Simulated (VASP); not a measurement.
Given:

```
EuO
1.0
    0.00000     2.45634     2.45634
    2.45634     0.00000     2.45634
    2.45634     2.45634     0.00000
Eu O
1 1
Direct
  0.00000   0.00000   0.00000
  0.50000   0.50000   0.50000
```

The numbers are results of vdW-DF-cx, VASP's PBE PAW potentials (set 64) (plane waves; VASP), not measurements. Numerical set-up: 520 eV cut-off, Gaussian smearing of 0.050 eV, potentials Eu_2 O.

The 4f electrons are frozen in the core of the lanthanide potential, so 4f levels, which can set the real gap, and their magnetism are missing.

Question: Give the energies of bands 5 to 10 at the high-symmetry points, in eV from the valence-band maximum.

Answer: 
```json
[
 {"band": "5", "Γ": "-0.11", "X": "-0.04", "U": "-1.15", "L": "-2.75", "W": "-1.58"},
 {"band": "6", "Γ": "-0.11", "X": "0.00", "U": "-0.77", "L": "-1.70", "W": "-0.25"},
 {"band": "7", "Γ": "-0.11", "X": "0.00", "U": "-0.20", "L": "-1.70", "W": "-0.25"},
 {"band": "8", "Γ": "4.68", "X": "2.57", "U": "4.49", "L": "6.81", "W": "6.00"},
 {"band": "9", "Γ": "6.01", "X": "8.65", "U": "8.45", "L": "9.39", "W": "6.00"},
 {"band": "10", "Γ": "6.01", "X": "11.06", "U": "9.79", "L": "9.39", "W": "9.55"}
]
```

The gap is direct, 2.57 eV, from the valence maximum at X to the conduction minimum at X.

The compound is EuO in the rock salt structure. It was relaxed first, which changed the volume by -13 %.
